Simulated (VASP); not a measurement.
# The low-index faces of Hf, part 4 of 5

Aim: compare the low-index faces of Hf at one level of theory.

VASP 6.6.1; PBE; plane waves and PAW (Hf).

So far. Step 4 (Surface relaxation, 8 atoms, face Hf(0001)): The run ended after 8 ionic steps, 0.147 eV below its first step, once the forces on the free atoms met EDIFFG = -0.03. Step 5 (Potential and states of the slab, 8 atoms, face …): The vacuum level lies 4.36 eV above the Fermi level at the upper face; both faces agree, as the slab has next to no dipole.

### 6. Surface relaxation, 12 atoms, face Hf(10-10)

System of this step: Hf(10-10). The cell holds 12 atoms: 12 Hf. Cell: a = 3.194 Å, b = 5.040 Å, c = 29.752 Å, α = 90.0°, β = 90.0°, γ = 90.0°. It derives from Hf. 12 layers of hcp Hf, cut at this functional's lattice. Vacuum lies along c.

Contents of INCAR:

```
SYSTEM = Hf
PREC = Normal
ENCUT = 320
EDIFF = 1E-05
NELM = 120
ISMEAR = 1
SIGMA = 0.15
LREAL = .FALSE.
ALGO = Fast
GGA = PE
NBANDS = 36
LASPH = .TRUE.
LORBIT = 11
LWAVE = .FALSE.
LCHARG = .FALSE.
KPAR = 4
IBRION = 2
NSW = 40
ISIF = 2
EDIFFG = -0.03
POTIM = 0.4
MAXMIX = 40
```

Contents of POSCAR:

```
Hf
1.0
    3.1939811660      0.0000000000      0.0000000000
    0.0000000000      5.0399729360      0.0000000000
    0.0000000000      0.0000000000     29.7523670878
Hf
12
Direct
    0.0000000000      0.0000000000      0.2520807800
    0.5000000000      0.0000000000      0.3450504900
    0.5000000000      0.5000000000      0.2830706900
    0.0000000000      0.0000000000      0.4380202000
    0.0000000000      0.5000000000      0.3760403900
    0.5000000000      0.0000000000      0.5309899000
    0.5000000000      0.5000000000      0.4690101000
    0.0000000000      0.0000000000      0.6239596100
    0.0000000000      0.5000000000      0.5619798000
    0.5000000000      0.0000000000      0.7169293100
    0.5000000000      0.5000000000      0.6549495100
    0.0000000000      0.5000000000      0.7479192200
```

Contents of KPOINTS:

```
Automatic mesh
0
Gamma
9 6 1
0 0 0
```

Potentials, in the order of the species: Hf (PBE family, release 64).

Command:

```sh
> mpirun -np 4 vasp_std
```

Output:

```text
[banner, memory and clock lines left out]
running    4 mpi-ranks, on    1 nodes
 distrk:  each k-point on    1 cores,    4 groups
 distr:  one band on    1 cores,    1 groups

 POSCAR found type information on POSCAR Hf
 POSCAR found :  1 types and      12 ions
 LDA part: xc-table for (Slater+PW92), standard interpolation
 POSCAR, INCAR and KPOINTS ok, starting setup
 FFT: planning ... GRIDC
 FFT: planning ... GRID_SOFT
 FFT: planning ... GRID
 WAVECAR not read
 entering main loop
       N       E                     dE             d eps       ncg     rms          rms(c)
DAV:   1     0.652506102436E+02    0.65251E+02   -0.11875E+04  1440   0.678E+02
DAV:   2    -0.101923485031E+03   -0.16717E+03   -0.15467E+03  1996   0.133E+02
DAV:   3    -0.121783280874E+03   -0.19860E+02   -0.18647E+02  1936   0.430E+01
DAV:   4    -0.123637751338E+03   -0.18545E+01   -0.17664E+01  2648   0.108E+01
DAV:   5    -0.123711397085E+03   -0.73646E-01   -0.71564E-01  2468   0.215E+00    0.309E+01
RMM:   6    -0.145727824298E+03   -0.22016E+02   -0.10352E+02  2079   0.193E+01    0.192E+01
RMM:   7    -0.139972556222E+03    0.57553E+01   -0.65208E+01  1667   0.159E+01    0.198E+01
RMM:   8    -0.119484940528E+03    0.20488E+02   -0.18111E+01  1613   0.959E+00    0.720E+00
RMM:   9    -0.119412958325E+03    0.71982E-01   -0.95752E+00  2092   0.512E+00    0.698E+00
RMM:  10    -0.119574021614E+03   -0.16106E+00   -0.27247E+00  2170   0.216E+00    0.741E+00
RMM:  11    -0.119460863692E+03    0.11316E+00   -0.12638E+00  1923   0.158E+00    0.754E+00
RMM:  12    -0.122047493030E+03   -0.25866E+01   -0.65839E+00  2223   0.407E+00    0.966E+00
RMM:  13    -0.125717615061E+03   -0.36701E+01   -0.78755E+00  2280   0.409E+00    0.124E+01
RMM:  14    -0.125535115501E+03    0.18250E+00   -0.21628E+00  2085   0.159E+00    0.129E+01
RMM:  15    -0.128898707357E+03   -0.33636E+01   -0.32900E+00  2115   0.224E+00    0.148E+01
RMM:  16    -0.128759847683E+03    0.13886E+00   -0.14966E+00  2015   0.121E+00    0.151E+01
RMM:  17    -0.125017334650E+03    0.37425E+01   -0.12236E+00  1980   0.165E+00    0.136E+01
RMM:  18    -0.118195194167E+03    0.68221E+01   -0.93797E+00  2418   0.434E+00    0.862E+00
RMM:  19    -0.115729111321E+03    0.24661E+01   -0.91324E+00  2393   0.392E+00    0.438E+00
RMM:  20    -0.118454495737E+03   -0.27254E+01   -0.10829E+01  2473   0.484E+00    0.676E+00
RMM:  21    -0.119016482034E+03   -0.56199E+00   -0.15931E+00  2238   0.165E+00    0.706E+00
RMM:  22    -0.118953421359E+03    0.63061E-01   -0.25415E-01  2145   0.613E-01    0.696E+00
RMM:  23    -0.118697095629E+03    0.25633E+00   -0.56641E-02  1948   0.330E-01    0.675E+00
RMM:  24    -0.116750432160E+03    0.19467E+01   -0.17134E+00  2433   0.206E+00    0.462E+00
RMM:  25    -0.116878208357E+03   -0.12778E+00   -0.20162E-01  2111   0.102E+00    0.420E+00
RMM:  26    -0.117123238779E+03   -0.24503E+00   -0.13515E+01  2514   0.575E+00    0.565E+00
RMM:  27    -0.116378157722E+03    0.74508E+00   -0.87238E-01  2327   0.192E+00    0.433E+00
RMM:  28    -0.116092310851E+03    0.28585E+00   -0.18296E+00  2446   0.216E+00    0.339E+00
RMM:  29    -0.116019350090E+03    0.72961E-01   -0.29613E-01  2318   0.939E-01    0.268E+00
RMM:  30    -0.115848135457E+03    0.17121E+00   -0.96918E-02  2003   0.634E-01    0.225E+00
[...]
RMM:  56    -0.115650768475E+03   -0.71496E-02   -0.22815E-02  2528   0.230E-01    0.588E-01
RMM:  57    -0.115649565480E+03    0.12030E-02   -0.19745E-03  2227   0.804E-02    0.576E-01
RMM:  58    -0.115648741125E+03    0.82436E-03   -0.44301E-04  1855   0.382E-02    0.558E-01
RMM:  59    -0.115647501813E+03    0.12393E-02   -0.36388E-04  1896   0.383E-02    0.534E-01
RMM:  60    -0.115643882977E+03    0.36188E-02   -0.22003E-03  2370   0.815E-02    0.443E-01
RMM:  61    -0.115638557143E+03    0.53258E-02   -0.17288E-02  2522   0.224E-01    0.242E-01
RMM:  62    -0.115637898238E+03    0.65891E-03   -0.22682E-03  2419   0.762E-02    0.141E-01
RMM:  63    -0.115637762497E+03    0.13574E-03   -0.35610E-04  1956   0.334E-02    0.111E-01
RMM:  64    -0.115637688263E+03    0.74234E-04   -0.20805E-04  1786   0.353E-02    0.643E-02
RMM:  65    -0.115637675896E+03    0.12367E-04   -0.56465E-05  1345   0.179E-02    0.569E-02
RMM:  66    -0.115637663511E+03    0.12385E-04   -0.45387E-05  1238   0.156E-02    0.472E-02
RMM:  67    -0.115637659262E+03    0.42495E-05   -0.17608E-05   937   0.123E-02
   1 F= -.11563766E+03 E0= -.11563234E+03  d E =-.115638E+03
 curvature:   0.00 expect dE= 0.000E+00 dE for cont linesearch  0.000E+00
 trial: gam= 0.00000 g(F)=  0.330E-01 g(S)=  0.000E+00 ort = 0.000E+00 (trialstep = 0.100E+01)
 search vector abs. value=  0.330E-01
 bond charge predicted
       N       E                     dE             d eps       ncg     rms          rms(c)
DAV:   1    -0.115666390891E+03   -0.28727E-01   -0.13266E+00  1568   0.417E+00    0.372E-01
RMM:   2    -0.115670056873E+03   -0.36660E-02   -0.23983E-02  1542   0.516E-01    0.436E-01
RMM:   3    -0.115668766321E+03    0.12906E-02   -0.10926E-02  1744   0.268E-01    0.452E-01
RMM:   4    -0.115668957062E+03   -0.19074E-03   -0.51184E-03  1966   0.158E-01    0.364E-01
RMM:   5    -0.115668722606E+03    0.23446E-03   -0.23704E-03  1852   0.107E-01    0.268E-01
RMM:   6    -0.115667241056E+03    0.14815E-02   -0.14890E-03  1737   0.880E-02    0.169E-01
RMM:   7    -0.115666950135E+03    0.29092E-03   -0.15192E-03  1874   0.769E-02    0.106E-01
RMM:   8    -0.115667193424E+03   -0.24329E-03   -0.18769E-04  1573   0.385E-02    0.119E-01
RMM:   9    -0.115667334544E+03   -0.14112E-03   -0.16401E-04  1662   0.271E-02    0.126E-01
RMM:  10    -0.115666903421E+03    0.43112E-03   -0.21994E-03  2434   0.886E-02    0.102E-02
RMM:  11    -0.115666917065E+03   -0.13645E-04   -0.75341E-05  1387   0.209E-02    0.888E-03
RMM:  12    -0.115666923434E+03   -0.63689E-05   -0.16501E-05  1036   0.108E-02
   2 F= -.11566692E+03 E0= -.11566174E+03  d E =-.292642E-01
[... from here on, the cycles between the ionic steps are left out ...]
   3 F= -.11570609E+03 E0= -.11570096E+03  d E =-.684343E-01
   4 F= -.11570676E+03 E0= -.11570169E+03  d E =-.691017E-01
   5 F= -.11571144E+03 E0= -.11570601E+03  d E =-.467769E-02
   6 F= -.11571335E+03 E0= -.11570762E+03  d E =-.658624E-02
   7 F= -.11571353E+03 E0= -.11570770E+03  d E =-.676704E-02
   8 F= -.11571432E+03 E0= -.11570848E+03  d E =-.793924E-03
   9 F= -.11571505E+03 E0= -.11570920E+03  d E =-.152669E-02
  10 F= -.11571570E+03 E0= -.11570988E+03  d E =-.643392E-03
 ZBRENT: can't locate minimum, use default step
 trial-energy change:   -0.000643  1 .order   -0.000616   -0.000682   -0.000551
 step:   5.3968(harm=  6.9966)  dis= 0.01234  next Energy=  -115.716823 (dE=-0.177E-02)
 bond charge predicted
       N       E                     dE             d eps       ncg     rms          rms(c)
DAV:   1    -0.115717381736E+03   -0.16926E-02   -0.72010E-01  1440   0.315E+00    0.201E-01
RMM:   2    -0.115716720454E+03    0.66128E-03   -0.37296E-03  1459   0.259E-01    0.295E-02
RMM:   3    -0.115716880347E+03   -0.15989E-03   -0.12935E-03  1862   0.998E-02    0.209E-02
RMM:   4    -0.115716909921E+03   -0.29573E-04   -0.26998E-04  1911   0.386E-02    0.189E-02
RMM:   5    -0.115716912466E+03   -0.25454E-05   -0.33850E-05  1118   0.152E-02
  11 F= -.11571691E+03 E0= -.11571119E+03  d E =-.185774E-02
 curvature:  -6.97 expect dE=-0.660E-03 dE for cont linesearch -0.190E-03
 trial: gam=-0.11729 g(F)=  0.947E-04 g(S)=  0.000E+00 ort = 0.173E-03 (trialstep = 0.216E+01)
 search vector abs. value=  0.692E-04
 reached required accuracy - stopping structural energy minimisation
```

Elapsed: 4 min, on 4 MPI ranks of Intel Xeon 6975P-C (Granite Rapids), shared host; peak memory 1.2 GiB; 16 min of CPU time.

From OUTCAR (step 6):

```text
   k-points           NKPTS =     20   k-points in BZ     NKDIM =     20   number of bands    NBANDS=     36

   ENCUT  =  320.0 eV  23.52 Ry    4.85 a.u.   4.66  7.35 43.40*2*pi/ulx,y,z

   NELECT =      48.0000    total number of electrons

 E-fermi :   1.2869

 k-point     1 :       0.0000    0.0000    0.0000
  band No.  band energies     occupation
    ...
     17       0.7049      2.00000
     18       0.7867      2.00003
     19       0.8028      2.00005
     20       0.9445      2.00579
     21       1.2019      1.80876
     22       1.4418     -0.05638
     23       1.5896     -0.01506
     24       1.9003     -0.00000
     25       2.1270     -0.00000
     26       2.1583     -0.00000
    ...

  Total       -4.9022438     -2.6065000     -0.6540141      0.0000000      0.0000000      0.0000000
  in kB      -16.3992281     -8.7193927     -2.1878402      0.0000000      0.0000000      0.0000000
  external PRESSURE =      -9.1021536 kB  Pullay stress =       0.0000000 kB

 POSITION                                       TOTAL-FORCE (eV/Angst)
 -----------------------------------------------------------------------------------
      0.00000      0.00000      7.60734         0.000000      0.000000      0.026002
      1.59699      0.00000     10.22351         0.000000      0.000000      0.010176
      1.59699      2.51999      8.47080         0.000000      0.000000     -0.002336
      0.00000      0.00000     13.01320         0.000000      0.000000      0.018498
      0.00000      2.51999     11.18930         0.000000      0.000000     -0.009833
      1.59699      0.00000     15.79923         0.000000      0.000000     -0.001588
      1.59699      2.51999     13.95314         0.000000      0.000000      0.001588
      0.00000      0.00000     18.56307         0.000000      0.000000      0.009833
      0.00000      2.51999     16.73917         0.000000      0.000000     -0.018498
      1.59699      0.00000     21.28157         0.000000      0.000000      0.002336
      1.59699      2.51999     19.52885         0.000000      0.000000     -0.010176
      0.00000      2.51999     22.14502         0.000000      0.000000     -0.026002
 -----------------------------------------------------------------------------------
    total drift:                               -0.000000      0.000000      0.000000

  FREE ENERGIE OF THE ION-ELECTRON SYSTEM (eV)
  ---------------------------------------------------
  free  energy   TOTEN  =      -115.7169124660 eV

  energy  without entropy=     -115.6997435060  energy(sigma->0) =     -115.71118948

[... 1 part as in an earlier step ...]

[... 15 further parts left out ...]
```

The run keeps the 8 symmetry operations of its start, so it cannot find a distortion of lower symmetry.

Relaxation path:

```csv
step,energy less that of the first step (eV),largest force (eV/Å)
1,0.0000,0.5121
2,-0.0293,0.3988
3,-0.0684,0.1601
4,-0.0691,0.1778
5,-0.0738,0.1069
6,-0.0757,0.0465
7,-0.0759,0.0598
8,-0.0767,0.0366
9,-0.0774,0.0520
10,-0.0780,0.0431
11,-0.0793,0.0260
```

The atoms that moved most (Å):

```csv
atom,dx,dy,dz,length
Hf1,0.000,0.000,0.107,0.107
Hf12,0.000,0.000,-0.107,0.107
Hf10,0.000,0.000,-0.049,0.049
Hf3,0.000,0.000,0.049,0.049
Hf11,0.000,0.000,0.043,0.043
Hf2,0.000,0.000,-0.043,0.043
Hf4,0.000,0.000,-0.019,0.019
Hf9,0.000,0.000,0.019,0.019
```

The relaxed structure:

```xyz
12
Lattice="3.1940 0.0000 0.0000 0.0000 5.0400 0.0000 0.0000 0.0000 29.7524" Properties=species:S:1:pos:R:3
Hf    0.0000    0.0000    7.6073
Hf    1.5970    0.0000   10.2235
Hf    1.5970    2.5200    8.4708
Hf    0.0000    0.0000   13.0132
Hf    0.0000    2.5200   11.1893
Hf    1.5970    0.0000   15.7992
Hf    1.5970    2.5200   13.9531
Hf    0.0000    0.0000   18.5631
Hf    0.0000    2.5200   16.7392
Hf    1.5970    0.0000   21.2816
Hf    1.5970    2.5200   19.5289
Hf    0.0000    2.5200   22.1450
```

This step gave:

```yaml
electronic_cycles: 129
electrons: 48
free_energy_toten: -115.7169 eV
energy_at_zero_smearing: -115.7112 eV
fermi_energy: 1.287 eV
```

The run ended after 11 ionic steps, 0.079 eV below its first step, once the forces on the free atoms met EDIFFG = -0.03.

[end of part 4 of 5]

[Lines on the potential files, build, host, timing and source positions are cut from VASP's logs without a mark.]

[Logs are printed without paths, hosts, clocks, repeated set-up lines and the standing remarks that a program may print on its own settings, such as how far it seeks lower states.]

[Hosts, paths, dates, database ids (printed as entryN), source tags and the programs' standing remarks are cut or masked in the printed files.]

[Runs that stopped without an error message from VASP are left out.]
